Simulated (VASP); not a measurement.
A convergence study with VASP on PbSe (rock salt): one setting is varied, all else stays as given below, so the limit is that of these other settings. Each run relaxes cell and ions; the cell shown is the tightest run's result. The basis is that of the starting cell, so low cut-offs carry a Pulay error.

```
CELL_PARAMETERS angstrom
      0.00000     3.10838     3.10838
      3.10838     0.00000     3.10838
      3.10838     3.10838     0.00000
ATOMIC_POSITIONS crystal
  Pb 0.00000 0.00000 0.00000
  Se 0.50000 0.50000 0.50000
```

All values below come from PBE GGA, VASP's PBE PAW potentials (set 64) (plane waves; VASP). The tightest run used: 700 eV cut-off, 6×6×6 Γ-centred mesh, Gaussian smearing of 0.050 eV, potentials Pb_d Se.

The reference is ENCUT = 700, which took about 40 core-seconds. Costs are core time on shared hosts, one run each; read them as rough ratios.

**Question.** Of the settings ENCUT = 200; ENCUT = 250; ENCUT = 300; ENCUT = 350; ENCUT = 400; ENCUT = 450; ENCUT = 500; ENCUT = 550; ENCUT = 600; ENCUT = 650; ENCUT = 700, which is the lowest that keeps the difference from the reference in relaxed volume (Å³/atom) within 0.05 from there on, and what does it cost?

**Answer.** ENCUT = 450; its cost over the reference is about 1/2.
```json
[
 {"setting": "ENCUT = 200", "difference in relaxed volume (Å³/atom)": "3.466", "cost over the reference": "about 1/4"},
 {"setting": "ENCUT = 250", "difference in relaxed volume (Å³/atom)": "0.217", "cost over the reference": "about 1/4"},
 {"setting": "ENCUT = 300", "difference in relaxed volume (Å³/atom)": "0.185", "cost over the reference": "about 1/4"},
 {"setting": "ENCUT = 350", "difference in relaxed volume (Å³/atom)": "0.221", "cost over the reference": "about 1/3"},
 {"setting": "ENCUT = 400", "difference in relaxed volume (Å³/atom)": "0.065", "cost over the reference": "about 1/2"},
 {"setting": "ENCUT = 450", "difference in relaxed volume (Å³/atom)": "0.003", "cost over the reference": "about 1/2"},
 {"setting": "ENCUT = 500", "difference in relaxed volume (Å³/atom)": "0.017", "cost over the reference": "within a factor of 2"},
 {"setting": "ENCUT = 550", "difference in relaxed volume (Å³/atom)": "0.022", "cost over the reference": "within a factor of 2"},
 {"setting": "ENCUT = 600", "difference in relaxed volume (Å³/atom)": "0.009", "cost over the reference": "within a factor of 2"},
 {"setting": "ENCUT = 650", "difference in relaxed volume (Å³/atom)": "0.000", "cost over the reference": "within a factor of 2"},
 {"setting": "ENCUT = 700", "difference in relaxed volume (Å³/atom)": "0.000", "cost over the reference": "reference"}
]
```

Left out are rungs that failed or repeat a setting and relaxations that didn't move; long series are thinned to 24 rows.

The compound is PbSe in the rock salt structure.
